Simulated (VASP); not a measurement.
Input of a VASP 6.6.1 run:

Contents of POSCAR:

```
HC2SeF
1.0
   12.0000000000      0.0000000000      0.0000000000
    0.0000000000     12.0000000000      0.0000000000
    0.0000000000      0.0000000000     12.0000000000
F C Se H
1 2 1 1
Direct
    0.4653000000      0.3897041700      0.6040250000
    0.4761833300      0.4698125000      0.5325666700
    0.5336500000      0.5544291700      0.5043500000
    0.4020583300      0.5227291700      0.4016416700
    0.6001083300      0.6137958300      0.5114166700
```

Contents of INCAR.step1:

```
PREC     = Accurate       # precision mode
ENCUT    = 520            # plane-wave cutoff, eV
EDIFF    = 1E-5           # SCF threshold, eV
ISMEAR   = 0              # smearing method
SIGMA    = 0.01           # smearing width, eV
LREAL    = False          # projectors in reciprocal space
LASPH    = True           # aspherical terms in the spheres
NELM     = 60             # most SCF steps
ALGO     = Normal         # electronic algorithm
ISIF     = 2              # what is computed and relaxed
LWAVE    = True           # write WAVECAR
LCHARG   = False          # write CHGCAR
NBANDS   = 19             # bands
GGA      = PE             # functional
```

File INCAR.step2:

```
PREC     = Accurate       # precision mode
ENCUT    = 520            # plane-wave cutoff, eV
EDIFF    = 1E-6           # SCF threshold, eV
ISMEAR   = 0              # smearing method
SIGMA    = 0.01           # smearing width, eV
LREAL    = False          # projectors in reciprocal space
LASPH    = True           # aspherical terms in the spheres
NELM     = 60             # most SCF steps
ALGO     = Normal         # electronic algorithm
ISIF     = 2              # what is computed and relaxed
LWAVE    = False          # write WAVECAR
LCHARG   = False          # write CHGCAR
GGA      = PE             # functional
LHFCALC  = True           # exact exchange
HFSCREEN = 0.2            # screening, 1/A
PRECFOCK = Normal       
IVDW     = 13             # dispersion correction
NBANDS   = 19             # bands
ISTART   = 1
```

File KPOINTS:

```
Automatic mesh
0
Gamma
  1 1 1
```

Potentials or basis: VASP PAW PBE potentials, release 64 (F, C, Se, H).

Run with:

```console
$ cat potpaw_PBE.64/F/POTCAR potpaw_PBE.64/C/POTCAR potpaw_PBE.64/Se/POTCAR potpaw_PBE.64/H/POTCAR > POTCAR
$ cp INCAR.step1 INCAR
$ mpirun -np 1 vasp_gam > vasp.out
$ cp INCAR.step2 INCAR
$ mpirun -np 1 vasp_gam > vasp.out
```

Task: What does it give for the dispersion energy per atom?

Result: -0.016 eV.

Task: Estimate the largest force.

Result: 0.583 eV/Å.

Forces in eV/Å, atoms in the order of the input:
```
F   -0.061 -0.388  0.339
C    0.095  0.446 -0.364
C   -0.004 -0.039  0.037
Se  -0.005 -0.005 -0.001
H   -0.025 -0.014 -0.012
```

Caveat: the PAW data sets were made with another functional, which shifts forces and pressure a little.
